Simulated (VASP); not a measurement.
Here is the system:

```
ZrB2
1.0
    1.58500    -2.74530     0.00000
    1.58500     2.74530     0.00000
    0.00000     0.00000     3.53000
Zr B
1 2
Direct
  0.00000   0.00000   0.00000
  0.33333   0.66667   0.50000
  0.66667   0.33333   0.50000
```

Method: PBE GGA, VASP's PBE PAW potentials (set 64) (plane waves; VASP). Run with 520 eV cut-off, 10×10×8 Γ-centred mesh, second-order Methfessel-Paxton smearing of 0.10 eV, potentials Zr_sv B.

Q: Predict the energy per atom (σ→0), pressure, band gap (on the k-mesh) with the smallest direct gap where there is one.

A: 
```
Property                                                    Result
------------------------  ----------------------------------------
band gap (on the k-mesh)  none (metal, semimetal or under 0.01 eV)
energy per atom (σ→0)                               -8.325 eV/atom
pressure                                                  1.14 GPa
```

Only differences to runs with the same potentials and settings are physical.

The compound is ZrB2 in the AlB2 type structure. The cell was not relaxed at this level. The run is one of a series of settings (ISMEAR = 2 against the base run), some of them coarse on purpose.
